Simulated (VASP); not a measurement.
Runs of VASP 6.6.1 on ZnH. It takes space group F-43m (No. 216, cubic). Conventional cell: a = 4.432 Å, b = 4.432 Å, c = 4.432 Å, α = 90.00°, β = 90.00°, γ = 90.00°. Zn (site symmetry -43m) has 4 H at 1.92 Å as nearest neighbours. H (site symmetry -43m) has 4 Zn at 1.92 Å as nearest neighbours. The cell was built by a generator and needn't be a form met in nature.

```csv
task,level,cell,cutoff (eV),smearing,gap on the mesh (eV),pressure (GPa)
relaxation of the atoms,PBEsol,atoms relaxed,520,gaussian 0.05 eV,none,-3.0
single point,PBE,as given,520,fermi-dirac 0.05 eV,none,(a)
single point,BLYP,volume scaled by 1.25,520,gaussian 0.01 eV,none,-2.9
relaxation of cell and atoms,PBE,relaxed,600,gaussian 0.05 eV,none,-0.1
```

Alike in all rows: potentials or basis VASP PAW PBE potentials, release 64 (Zn, H); no spin polarisation; k mesh 10 × 10 × 10.

Problem. Fill in the values left out.

Solution. (a) 0.3.

Caveats: the PAW data sets were made with another functional, which shifts forces and pressure a little (some runs); the relaxation stopped at its first step, so nothing moved (some runs).

A gap of «none» marks a metal or a gap under the smearing width.
